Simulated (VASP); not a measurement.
These are LDA (Ceperley-Alder, Perdew-Zunger), VASP's LDA PAW potentials (set 64) (plane waves; VASP) values and carry that method's errors.

Input for VASP

### INCAR
```
# general
SYSTEM   =  BaTiO3
PREC     =  Accurate
ENCUT    =  620
LREAL    =  .FALSE.   # projection in real space or not
LASPH    =  .TRUE.   # aspherical one-centre terms

# electronic loop
EDIFF    =  1E-6
NELM     =  100   # most electronic steps
ALGO     =  Normal
LMAXMIX  =  4   # l cut-off of mixed one-centre charges

# smearing
ISMEAR   =  0
SIGMA    =  0.05

# ions
IBRION   =  2   # conjugate gradients
NSW      =  40   # most ionic steps
ISIF     =  3   # ions, shape and volume
EDIFFG   =  -0.02   # ionic stop
PSTRESS  =  100   # kbar

# output
LWAVE    =  .FALSE.
LCHARG   =  .FALSE.
```

### POSCAR
```
BaTiO3
1.0
  3.8907057383   0.0000000000   0.0000000000
  0.0000000000   3.8907057383   0.0000000000
  0.0000000000   0.0000000000   3.8906142954
Ba Ti O
1 1 3
Direct
  1.0000000000   1.0000000000   0.9942283926
  0.5000000000   0.5000000000   0.4976527673
  0.5000000000   0.5000000000   0.9911050779
  1.0000000000   0.5000000000   0.4905068810
  0.5000000000   1.0000000000   0.4905068810
```

### KPOINTS
```
K-points
0
gamma
  6 6 6
0 0 0
```

POTCAR, in this order: Ba_sv Ti_sv O (LDA.64 set). Program: vasp_std.

Output

File OUTCAR:
```
 ion  position               nearest neighbor table
   1  0.000  0.000  0.994-   4 2.74   5 2.74   4 2.74   5 2.74   3 2.75   3 2.75   3 2.75   3 2.75
                             4 2.76   5 2.76   5 2.76   4 2.76   2 3.36   2 3.36   2 3.36   2 3.36
   2  0.500  0.500  0.498-   3 1.92   4 1.95   5 1.95   5 1.95   4 1.95   3 1.97   1 3.36   1 3.36
                             1 3.36   1 3.36   1 3.38   1 3.38   1 3.38   1 3.38
   3  0.500  0.500  0.991-   2 1.92   2 1.97   1 2.75   1 2.75   1 2.75   1 2.75
   4  0.000  0.500  0.491-   2 1.95   2 1.95   1 2.74   1 2.74   1 2.76   1 2.76
   5  0.500  0.000  0.491-   2 1.95   2 1.95   1 2.74   1 2.74   1 2.76   1 2.76
  LATTYP: Found a simple tetragonal cell.
 ALAT       =     3.8907057383
 C/A-ratio  =     0.9999764971
 Subroutine PRICEL returns:
 Original cell was already a primitive cell.
 Subroutine GETGRP returns: Found  8 space group operations
The static configuration has the point symmetry C_4v.
The dynamic configuration has the point symmetry C_4v.
 Subroutine INISYM returns: Found  8 space group operations
 Subroutine IBZKPT returns following result:
 Found     40 irreducible k-points:

 Following reciprocal coordinates:
            Coordinates               Weight
  0.000000  0.000000  0.000000      1.000000
  0.166667  0.000000  0.000000      4.000000
  0.333333  0.000000  0.000000      4.000000
...
```

OSZICAR:
```
       N       E                     dE             d eps       ncg     rms          rms(c)
DAV:   1     0.481534324195E+03    0.48153E+03   -0.23997E+04  1920   0.208E+03
DAV:   2     0.411221692858E+00   -0.48112E+03   -0.47182E+03  2256   0.531E+02
DAV:   3    -0.521718992587E+02   -0.52583E+02   -0.50569E+02  2808   0.157E+02
DAV:   4    -0.543932547261E+02   -0.22214E+01   -0.22203E+01  2744   0.307E+01
DAV:   5    -0.544574403298E+02   -0.64186E-01   -0.64184E-01  2608   0.402E+00    0.254E+01
DAV:   6    -0.442484055096E+02    0.10209E+02   -0.68732E+01  2800   0.807E+01    0.108E+01
DAV:   7    -0.442075222089E+02    0.40883E-01   -0.96185E+00  2424   0.238E+01    0.718E+00
DAV:   8    -0.441095344852E+02    0.97988E-01   -0.14389E+00  2560   0.122E+01    0.221E+00
DAV:   9    -0.440859755341E+02    0.23559E-01   -0.25939E-01  2368   0.462E+00    0.892E-01
DAV:  10    -0.440863102818E+02   -0.33475E-03   -0.11818E-01  2552   0.248E+00    0.773E-01
DAV:  11    -0.440789353219E+02    0.73750E-02   -0.65091E-02  2784   0.181E+00    0.201E-01
DAV:  12    -0.440785159440E+02    0.41938E-03   -0.27107E-03  2344   0.503E-01    0.693E-02
DAV:  13    -0.440784920180E+02    0.23926E-04   -0.13249E-03  2776   0.258E-01    0.494E-02
DAV:  14    -0.440784596502E+02    0.32368E-04   -0.20617E-04  2424   0.102E-01    0.146E-02
DAV:  15    -0.440784588047E+02    0.84548E-06   -0.13148E-05  2448   0.313E-02    0.470E-03
DAV:  16    -0.440784590375E+02   -0.23278E-06   -0.66614E-06  2104   0.211E-02
   1 F= -.40402553E+02 E0= -.40402553E+02  d E =-.404026E+02
       N       E                     dE             d eps       ncg     rms          rms(c)
DAV:   1    -0.440705371719E+02    0.79216E-02   -0.99668E-02  2080   0.337E+00    0.356E-01
DAV:   2    -0.440692436480E+02    0.12935E-02   -0.66699E-03  2240   0.779E-01    0.142E-01
DAV:   3    -0.440689594011E+02    0.28425E-03   -0.21251E-03  2328   0.304E-01    0.368E-02
DAV:   4    -0.440689591317E+02    0.26933E-06   -0.35113E-04  2584   0.111E-01    0.279E-02
DAV:   5    -0.440689664454E+02   -0.73137E-05   -0.29156E-05  2952   0.487E-02    0.173E-02
DAV:   6    -0.440689777559E+02   -0.11310E-04   -0.19983E-05  2896   0.250E-02    0.119E-02
DAV:   7    -0.440689817237E+02   -0.39678E-05   -0.62673E-06  2832   0.160E-02    0.550E-03
DAV:   8    -0.440689823958E+02   -0.67207E-06   -0.13204E-06  1840   0.902E-03
   2 F= -.40402619E+02 E0= -.40402619E+02  d E =-.659978E-04
       N       E                     dE             d eps       ncg     rms          rms(c)
DAV:   1    -0.440732838024E+02   -0.43021E-02   -0.17289E-02  2104   0.141E+00    0.149E-01
DAV:   2    -0.440730601131E+02    0.22369E-03   -0.11673E-03  2264   0.326E-01    0.595E-02
DAV:   3    -0.440730102700E+02    0.49843E-04   -0.36850E-04  2328   0.126E-01    0.155E-02
DAV:   4    -0.440730099705E+02    0.29946E-06   -0.61234E-05  2616   0.467E-02    0.116E-02
DAV:   5    -0.440730112170E+02   -0.12465E-05   -0.50062E-06  2480   0.205E-02    0.699E-03
DAV:   6    -0.440730131480E+02   -0.19309E-05   -0.39153E-06  2192   0.110E-02    0.491E-03
DAV:   7    -0.440730137776E+02   -0.62967E-06   -0.80742E-07  1304   0.625E-03
   3 F= -.40402681E+02 E0= -.40402681E+02  d E =-.128118E-03
       N       E                     dE             d eps       ncg     rms          rms(c)
DAV:   1    -0.440748070762E+02   -0.17939E-02   -0.38099E-02  2152   0.220E+00    0.776E-02
DAV:   2    -0.440748778399E+02   -0.70764E-04   -0.17629E-03  2008   0.342E-01    0.335E-02
DAV:   3    -0.440748614763E+02    0.16364E-04   -0.11658E-04  2808   0.770E-02    0.107E-02
DAV:   4    -0.440748606835E+02    0.79282E-06   -0.17112E-05  2928   0.296E-02    0.814E-03
DAV:   5    -0.440748605694E+02    0.11407E-06   -0.20814E-06  1872   0.143E-02
   4 F= -.40402765E+02 E0= -.40402765E+02  d E =-.834701E-04
```

**OUTCAR**
```
------------------------ aborting loop because EDIFF is reached ----------------------------------------
  FORCE on cell =-STRESS in cart. coord.  units (eV):
  Direction    XX          YY          ZZ          XY          YZ          ZX
  --------------------------------------------------------------------------------------
  Total        3.6897282      3.6897282      3.6880724      0.0000000      0.0000000      0.0000000
  in kB      100.4801758    100.4801758    100.4350854      0.0000000      0.0000000      0.0000000
  external PRESSURE =       0.4651457 kB  Pullay stress =     100.0000000 kB
  volume of cell :       58.83
      direct lattice vectors                 reciprocal lattice vectors
     3.888495490  0.000000000  0.000000000     0.257168872  0.000000000  0.000000000
     0.000000000  3.888495490 -0.000000000     0.000000000  0.257168872  0.000000000
     0.000000000  0.000000000  3.891001273     0.000000000  0.000000000  0.257003257
 POSITION                                       TOTAL-FORCE (eV/Angst)
 -----------------------------------------------------------------------------------
      0.00000      0.00000      3.86802        -0.000000      0.000000     -0.005430
      1.94425      1.94425      1.93428         0.000000      0.000000     -0.017466
      1.94425      1.94425      3.85425         0.000000     -0.000000      0.011468
      0.00000      1.94425      1.91094         0.000000     -0.000000      0.005714
      1.94425      0.00000      1.91094         0.000000      0.000000      0.005714
 -----------------------------------------------------------------------------------
    total drift:                                0.000000     -0.000000      0.000798
  FREE ENERGIE OF THE ION-ELECTRON SYSTEM (eV)
  ---------------------------------------------------
  free  energy   TOTEN  =       -44.0748605694 eV

  energy  without entropy=      -44.0748605694  energy(sigma->0) =      -44.07486057
  enthalpy is  TOTEN    =       -40.4027648816 eV   P V=        3.6720956878

 reached required accuracy - stopping structural energy minimisation
```
(Selected blocks of OUTCAR.)

CONTCAR:
```
BaTiO3
   1.00000000000000
     3.8884954897399302    0.0000000000000000    0.0000000000000000
     0.0000000000000000    3.8884954897399302   -0.0000000000000000
     0.0000000000000000    0.0000000000000000    3.8910012726925922
  Ba              Ti              O
     1     1     3
Direct
     0.0000000000000000    0.0000000000000000    0.9940948423876471
     0.5000000000000000    0.5000000000000000    0.4971162235333120
     0.5000000000000000    0.5000000000000000    0.9905558506067742
     0.0000000000000000    0.5000000000000000    0.4911165416361379
     0.5000000000000000    0.0000000000000000    0.4911165416361379
```

The compound is BaTiO3 in the tetragonal perovskite structure. This run relaxes it under an external pressure of 10 GPa. Symmetry was kept, so distortions that lower it aren't found.
